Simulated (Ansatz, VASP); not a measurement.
# Cross-check of C (Diamond) between VASP and Ansatz, part 2 of 2

One calculation is typed for both programs; each brings its own data sets. How far apart do they land? The cell is taken from a series of runs on this material, whose earlier steps may have relaxed, scaled, displaced or heated it; both programs get it as it stands.

VASP 6.6.1 and Ansatz 0.2.0.

So far: The structure; Ansatz: relaxation of cell and atoms, LDA; VASP: relaxation of cell and atoms, LDA; Comparison.

## (5) VASP: zone-centre phonons, LDA

Level of this step: LDA; plane waves and PAW (C) (VASP).

Second derivatives magnify differences that forces hide, and they need a tight electronic threshold.

Contents of INCAR:

```
SYSTEM = C
PREC = Accurate
ENCUT = 600
EDIFF = 1E-08
NELM = 120
ISMEAR = 0
SIGMA = 0.01
LREAL = .FALSE.
ALGO = Normal
GGA = CA
NBANDS = 10
LORBIT = 11
LWAVE = .FALSE.
LCHARG = .FALSE.
ISIF = 2
IBRION = 8
LEPSILON = .TRUE.
LASPH = .TRUE.
GGA_COMPAT = .FALSE.
EFERMI = MIDGAP
```

Contents of POSCAR:

```
C
1.0
    0.0000000000      1.7690216280      1.7690216280
    1.7690216280      0.0000000000      1.7690216280
    1.7690216280      1.7690216280      0.0000000000
C
2
Direct
    0.0000000000      0.0000000000      0.0000000000
    0.2500000000      0.2500000000      0.2500000000
```

Contents of KPOINTS:

```
Automatic mesh
0
Gamma
12 12 12
0 0 0
```

Potentials, in the order of the species: C (LDA family, release 64).

Command:

```sh
$ mpirun -np 1 vasp_std
```

The log of the run:

```text
[... set-up lines as in an earlier step ...]
 entering main loop
       N       E                     dE             d eps       ncg     rms          rms(c)
DAV:   1     0.203058466834E+00    0.20306E+00   -0.52068E+03  1456   0.878E+02
DAV:   2    -0.206950487966E+02   -0.20898E+02   -0.20281E+02  1992   0.133E+02
DAV:   3    -0.211058519243E+02   -0.41080E+00   -0.40918E+00  1688   0.151E+01
DAV:   4    -0.211068070258E+02   -0.95510E-03   -0.95507E-03  1586   0.850E-01
[...]
DAV:  11    -0.202522025487E+02    0.68053E-07   -0.59291E-08  1656   0.201E-03    0.739E-04
DAV:  12    -0.202522025374E+02    0.11317E-07   -0.13588E-09   876   0.369E-04    0.149E-04
DAV:  13    -0.202522025353E+02    0.21616E-08   -0.82522E-11   792   0.974E-05
   1 F= -.20252203E+02 E0= -.20252203E+02  d E =0.000000E+00
 Linear response reoptimize wavefunctions to high precision
DAV:   1    -0.202522025348E+02    0.51216E-09   -0.30799E-12   852   0.196E-05
DAV:   2    -0.202522025348E+02   -0.10459E-10   -0.57016E-14   758   0.504E-06
 Linear response G [H, r] |phi>, progress :
  Direction:   1
[...]
RMM:   9    -0.154378268605E+00    0.12092E-06   -0.39967E-10  2349   0.314E-05    0.213E-06
 change of polarisation eV/A/(eV/A) component  3 :     0.013     0.060     0.292
 dielectric tensor                  component  3 :     0.205     0.983     5.770
 Linear response DOF=           1
 Linear response progress:
  Degree of freedom:   1/  1
       N       E                     dE             d eps       ncg     rms          rms(c)
RMM:   1    -0.119905338704E+00   -0.11991E+00   -0.20424E-02 13343   0.207E+00
RMM:   2    -0.110644066755E+00    0.92613E-02   -0.39840E-03  8535   0.396E-01    0.188E-01
RMM:   3    -0.110656234367E+00   -0.12168E-04   -0.36303E-04  8429   0.111E-01    0.103E-01
RMM:   4    -0.111442782370E+00   -0.78655E-03   -0.34014E-04  8352   0.115E-01    0.133E-02
[...]
RMM:   8    -0.111386700071E+00    0.97146E-07   -0.92243E-09  9466   0.805E-05    0.100E-05
RMM:   9    -0.111386573026E+00    0.12704E-06    0.29084E-08  9647   0.555E-05    0.142E-06
RMM:  10    -0.111386574550E+00   -0.15235E-08    0.81793E-09  7918   0.437E-05    0.215E-07
 first order change of Fermi-energy  -0.52076E+01
 force on displaced ion       1 direction 1 : -38.450  -0.000  -0.000
 Born effective charge ion    1 direction 1 :   0.000   0.000   0.000
 Born effective charges drift removed
 Linear response finished
```

OUTCAR, selected parts (step 5):

```text
  Total       -0.1147138     -0.1147138     -0.1147138     -0.0000000      0.0000000      0.0000000
  in kB      -16.5995736    -16.5995736    -16.5995736     -0.0000000      0.0000000      0.0000000
  external PRESSURE =     -16.5995736 kB  Pullay stress =       0.0000000 kB

 POSITION                                       TOTAL-FORCE (eV/Angst)
 -----------------------------------------------------------------------------------
      0.00000      0.00000      0.00000         0.000000      0.000000      0.000000
      0.88451      0.88451      0.88451        -0.000000     -0.000000     -0.000000
 -----------------------------------------------------------------------------------
    total drift:                                0.000000      0.000000      0.000000

 MACROSCOPIC STATIC DIELECTRIC TENSOR (including local field effects in DFT)
 ------------------------------------------------------
           5.770077     0.000000     0.000000
          -0.000000     5.770077     0.000000
          -0.000000     0.000000     5.770077
 ------------------------------------------------------

 MACROSCOPIC STATIC DIELECTRIC TENSOR IONIC CONTRIBUTION
 ------------------------------------------------------
           0.000000    -0.000000     0.000000
          -0.000000     0.000000     0.000000
           0.000000     0.000000     0.000000
 ------------------------------------------------------

[... 2 further parts left out ...]
```

## (6) Ansatz: zone-centre phonons, LDA

The same cell, functional (in two slightly different forms) and mesh now go to Ansatz.

The cell is taken from a series of runs on this material, whose earlier steps may have relaxed, scaled, displaced or heated it; both programs get it as it stands.

Contents of input.yaml:

```yaml
crystal:
  lattice:
    - [0.0, 1.769021628, 1.769021628]
    - [1.769021628, 0.0, 1.769021628]
    - [1.769021628, 1.769021628, 0.0]
  atoms:
    - { symbol: C, position: [0.0, 0.0, 0.0] }
    - { symbol: C, position: [0.25, 0.25, 0.25] }
kpoints:
  mp_grid: { grid: [12, 12, 12] }
hamiltonian:
  xc: lda
  pseudopotentials: { kind: nc, accuracy: standard }
scf:
  occupations: { method: fixed }
output:
  eigenvalues: true
basis:
  ecutwfc: 1006.821
phonons:
  method: dfpt
  dielectric: true
  rigid_motions: translations
```

Command:

```sh
$ ansatz run input.yaml --threads 2 --pin off --max-ram 4096MiB --backend cpu --events-out ev --progress --plain --runs-dir out
```

The log of the run:

```text
[...]
Crystal: 2 atoms, lattice volume = 11.072 Å³
Basis set: ecut = 1006.821 eV, 821 PW (Γ), exchange–correlation on 64×64×64 points (8 copies of the dense FFT grid, shifted against one another)
Bands: 8, of which v1, the nominal top of the filled ones, is band 4 counted from 1 (3 counted from 0)
Symmetry: 48 space group operations
[...]
ω (cm⁻¹)  modes    IR ((D/Å)²/amu)
       1321.84      3             0.0000
  optical modes at Γ + LO–TO along q̂ = [1.0000, 0.0000, 0.0000]:
      ω (cm⁻¹)  modes    IR ((D/Å)²/amu)
       1321.84      3             0.0000
  optical modes at Γ + LO–TO along q̂ = [0.0000, 1.0000, 0.0000]:
      ω (cm⁻¹)  modes    IR ((D/Å)²/amu)
       1321.84      3             0.0000
  optical modes at Γ + LO–TO along q̂ = [0.0000, 0.0000, 1.0000]:
      ω (cm⁻¹)  modes    IR ((D/Å)²/amu)
       1321.84      3             0.0000
[key lines of the parts left out:]
SCF converged after 8 iterations
Free energy (F): -328.282847 eV
Fermi energy:    13.572861 eV
```

## (7) Comparison

What differs besides the data sets and the points named for the pairs above, as far as they apply: fixed occupations in Ansatz, narrow Gaussian smearing in VASP; VASP's response is taken on the typed mesh, Ansatz refines its own for the field response alone. Total energies have different zeros and are not compared.

The two programs side by side:

```tsv
quantity	Ansatz	VASP	difference
ε∞ xx	5.71	5.77	-1.12 %
ε∞ yy	5.71	5.77	-1.12 %
ε∞ zz	5.71	5.77	-1.12 %
Born charge of C1 (mean of the diagonal) (e)	0.00	0.00	0.00
optical mode 1 to 3 (cm⁻¹)	1321.8	1319.5	+0.18 %
```

Modes are paired by rising frequency, not by their patterns, so a pair may set unlike modes beside each other; they are those without the splitting of longitudinal modes.

## (8) Summary of results

* difference in volume (relaxation of cell and atoms, LDA): 0.37 %
* r.m.s. difference of the optical zone-centre modes, each program's sorted by frequency (zone-centre phonons, LDA): 2.4 cm⁻¹
* difference in ε∞ xx (zone-centre phonons, LDA): -1.1 %

The difference in volume is 0.37 % (relaxation of cell and atoms, LDA), within the 1.2 % picked in this series as the mark of a large difference, as far as the stopping tolerances let one tell. Among the rows given in per cent, the largest difference of the zone-centre phonons, LDA pair is in ε∞ xx, -1.1 %. Such differences can come from data sets, numerical settings and the points named under the comparisons, not from the functional's error against experiment.

[Lines on the potential files, build, host, timing and source positions are cut from VASP's logs without a mark.]

[Logs are printed without paths, hosts, clocks, repeated set-up lines and the standing remarks that a program may print on its own settings, such as how far it seeks lower states.]

[Hosts, paths, dates, database ids (printed as entryN), source tags and the programs' standing remarks are cut or masked in the printed files.]
